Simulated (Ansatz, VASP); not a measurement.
# AlSn in VASP and in Ansatz

The input INCAR:

```
SYSTEM = AlSn
  ALGO = Normal
  EDIFF = 1E-8
  ENCUT = 520
  GGA = PS
  ISIF = 2
  ISMEAR = -1
  LASPH = .True.
  LCHARG = .False.
  LEFG = .True.
  LREAL = .False.
  LWAVE = .False.
  NBANDS = 16
  NELM = 60
  PREC = Accurate
  SIGMA = 0.05
```

The input KPOINTS:

```
k-points
0
Gamma
  11 11 12
  0 0 0
```

POSCAR

```
AlSn
1.0
    4.2533501827      0.0000000000      0.0000000000
   -2.1266750914      3.6835093094      0.0000000000
    0.0000000000      0.0000000000      3.3503631350
Al Sn
1 1
Direct
    0.0000000000      0.0000000000      0.0000000000
    0.3333333333      0.6666666667      0.5000000000
```

Input for Ansatz:

```yaml
crystal:
  lattice:
    - [4.2533501827, 0.0, 0.0]
    - [-2.1266750914, 3.6835093094, 0.0]
    - [0.0, 0.0, 3.350363135]
  atoms:
    - { symbol: Al, position: [0.0, 0.0, 0.0] }
    - { symbol: Sn, position: [0.3333333333, 0.6666666667, 0.5] }
kpoints:
  mp_grid: { grid: [11, 11, 12] }
scf:
  occupations: { method: fermi_dirac, width: 0.05 }
hamiltonian:
  xc: pbesol
  pseudopotentials: { kind: all_electron, datasets: crystal }
output:
  forces: true
  stress: true
  eigenvalues: true
  efg: { contact_densities: true }
```

Change from the starting cell: volume scaled by 1.04, crystal datasets.

Alike in both runs: task electric field gradients; functional PBEsol; k mesh 11 × 11 × 12; occupations fermi-dirac, width 0.05 eV; no spin polarisation.

|  | VASP | Ansatz |
| --- | --- | --- |
| version | VASP 6.6.1 | Ansatz 0.2.0 |
| potentials or method | VASP PAW PBE potentials, release 64 (Al, Sn_d) | all-electron PAW with datasets made for the crystal, scalar-relativistic |
| plane-wave cutoff (eV) | 520 | see its input |

```tsv
	VASP	Ansatz	Ansatz less VASP
pressure (GPa)	-3.7	-3.6	+0.04
largest component of the traceless stress (GPa)	1.03	1.02	-0.007
Vzz of the field gradient on the site that differs most (V/Å²)	64.8	67.3	+2.49
```

Ansatz ran all-electron here, so the differences hold the error of VASP's frozen core and of both bases. Ansatz warned: «gradients_without_spin_orbit».

Caveats: the PAW data sets were made with another functional, which shifts forces and pressure a little (VASP).
